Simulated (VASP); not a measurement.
Consider the following.

```xyz
2
Lattice="2.8219 0.0000 0.0000 0.0000 2.8219 0.0000 0.0000 0.0000 2.8219" Properties=species:S:1:pos:R:3 pbc="T T T"
Al     1.4110     1.4110     1.4110
Co     0.0000     0.0000     0.0000
```

Method: PBEsol GGA, VASP's PBE PAW potentials (set 64) (plane waves; VASP). Numerical set-up: 480 eV cut-off, 12×12×12 Γ-centred mesh, first-order Methfessel-Paxton smearing of 0.10 eV, potentials Al Co.

### Question
Estimate the energy per atom (σ→0), band gap (on the k-mesh) with the smallest direct gap where there is one.

### Answer

```
Property                                                    Result
------------------------  ----------------------------------------
band gap (on the k-mesh)  none (metal, semimetal or under 0.01 eV)
energy per atom (σ→0)                               -6.540 eV/atom
```

Only differences to runs with the same potentials and settings are physical.

The compound is CoAl in the CsCl type structure. It was relaxed first. The run is not spin-polarised, so no magnetic state was tried.
